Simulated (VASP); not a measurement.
Cl2Cd, in a box:

```
Cl Cd
1.0
    13.00000    0.00000    0.00000
     0.00000   12.00000    0.00000
     0.00000    0.00000   11.00000
Cl Cd
2 1
Direct
  0.61880 0.61431 0.59199
  0.38320 0.38919 0.41419
  0.50098 0.50178 0.50308
```

Base run:

| Quantity | Value |
| --- | --- |
| Program | VASP 6.6.1 |
| Functional | PBE |
| Potentials or basis | VASP PAW PBE potentials, release 64 (Cl, Cd) |
| Cutoff | 520 eV |
| k mesh | 1 × 1 × 1 |
| Occupations | gaussian, width 0.01 eV |
| Spin | no spin polarisation |

Its results: gap between the frontier levels 4.49 eV; largest force 0.242 eV/Å.

Task: The run is repeated on the same cell with these changes: functional from PBE to r2SCAN0. What comes out?

Result: Gap between the frontier levels 7.08 eV; largest force 0.011 eV/Å.

r2SCAN0 gives the wider gap, since exact exchange removes part of the self-interaction.

Caveats: the PAW data sets were made with another functional, which shifts forces and pressure a little (some runs).

